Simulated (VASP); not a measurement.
Si2P:

```xyz
3
Lattice="3.9035 0.0000 0.0000 -1.9517 3.3805 0.0000 0.0000 0.0000 3.7977" Properties=species:S:1:pos:R:3 pbc="T T T"
Si    0.0000    2.2537    1.8989
Si    1.9517    1.1268    1.8989
P     0.0000    0.0000    0.0000
```

The cell was built by a generator and needn't be a form met in nature.

- Program: VASP 6.6.1
- Task: relaxation of cell and atoms
- Functional: PBE
- Potentials or basis: VASP PAW PBE potentials, release 64 (Si, P)
- Cutoff: 520 eV
- k mesh: 6 × 6 × 6
- Occupations: gaussian, width 0.15 eV
- Spin: no spin polarisation

At the start: pressure 2.3 GPa; volume 16.70 Å³/atom.

Where does the relaxation end?

Over 7 steps the energy falls by 116.2 meV/atom and the volume is 15.68 Å³/atom (-6.2 %); space group P6/mmm (No. 191, to 0.05 Å).

Step by step:
```
step  energy change (eV)  largest force (eV/Å)  pressure (GPa)  volume (Å³)
   1              0.0000                0.0000            2.28        50.11
   2             -0.2073                0.0000           -4.71        51.72
   3             -0.2151                0.0000           -5.70        51.99
   4             -0.3375                0.0000           -2.40        48.15
   5             -0.3388                0.0000           -1.91        47.80
   6             -0.3468                0.0000            0.77        46.74
   7             -0.3485                0.0000           -0.03        47.03
```

Final structure:
```cif
data_structure
_symmetry_space_group_name_H-M 'P 1'
_symmetry_Int_Tables_number 1
_cell_length_a 4.0361
_cell_length_b 4.0361
_cell_length_c 3.3334
_cell_angle_alpha 90.000
_cell_angle_beta 90.000
_cell_angle_gamma 120.000
_cell_volume 47.03
loop_
_atom_site_label
_atom_site_type_symbol
_atom_site_fract_x
_atom_site_fract_y
_atom_site_fract_z
_atom_site_occupancy
Si1 Si 0.33333 0.66667 0.50000 1
Si2 Si 0.66667 0.33333 0.50000 1
P1 P 0.00000 0.00000 0.00000 1
```
